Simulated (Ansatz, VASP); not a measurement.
MnHg: VASP beside Ansatz

The input INCAR:

```
PREC = Accurate ; ENCUT = 520
EDIFF = 1E-7 ; ISMEAR = -1
SIGMA = 0.05 ; LREAL = False
LASPH = True ; NELM = 150
ALGO = Normal ; ISIF = 2
LWAVE = False ; LCHARG = False
ISPIN = 2 ; MAGMOM = 0 4
LORBIT = 11 ; LMAXMIX = 4
GGA = PE ; NBANDS = 24
```

KPOINTS

```
regular mesh
0
Gamma
  8 8 8
```

Contents of POSCAR:

```
MnHg
1.0
    3.3150000000      0.0000000000      0.0000000000
    0.0000000000      3.3150000000      0.0000000000
    0.0000000000      0.0000000000      3.3150000000
Hg Mn
1 1
Direct
    0.0078770000      0.0153290000      0.0072630000
    0.5025610000      0.4851360000      0.4961190000
```

File input.yaml:

```yaml
crystal:
  lattice:
    - [3.315, 0.0, 0.0]
    - [0.0, 3.315, 0.0]
    - [0.0, 0.0, 3.315]
  atoms:
    - { symbol: Hg, position: [0.007877, 0.015329, 0.007263] }
    - { symbol: Mn, position: [0.502561, 0.485136, 0.496119], spin: 4.0 }
hamiltonian:
  xc: pbe
  pseudopotentials: { kind: paw }
magnetization:
  spin_polarized: true
kpoints:
  mp_grid: { grid: [8, 8, 8] }
scf:
  occupations: { method: fermi_dirac, width: 0.05 }
output:
  forces: true
  stress: true
  eigenvalues: true
```

Change from the starting cell: atoms moved at random, drawn with an rms of 0.05 Å.

Alike in both runs: task single point; functional PBE; k mesh 8 × 8 × 8; occupations fermi-dirac, width 0.05 eV; collinear spin, ferromagnetic start.

|  | VASP | Ansatz |
| --- | --- | --- |
| version | VASP 6.6.1 | Ansatz 0.2.0 |
| potentials or method | VASP PAW PBE potentials, release 64 (Hg, Mn_pv) | Ansatz PAW |
| plane-wave cutoff (eV) | 520 | 420 |
| valence electrons in the cell | 25 | 35 |

|  | VASP | Ansatz | Ansatz less VASP |
| --- | --- | --- | --- |
| gap on the k mesh at the Fermi level (eV) | none | none | - |
| pressure (GPa) | 1.4 | 0.9 | -0.44 |
| largest component of the traceless stress (GPa) | 0.23 | 0.22 | -0.005 |
| rms of the force components (eV/Å) | 0.204 | 0.199 | -0.0051 |
| net moment per atom (μB) | 1.95 | 1.95 | -0.001 |
| size of the moment on the site where the two differ most (μB) | 0.06 | 0.02 | -0.038 |

Site moments also hang on the region over which each program counts them. Atom by atom the forces differ by 0.005 eV/Å (rms over components). A gap of «none» marks a metal or a gap that the smearing closes. The two sets of potentials don't hold the same shells in valence.

The runs have no spin-orbit coupling, so splittings on Hg are missing.
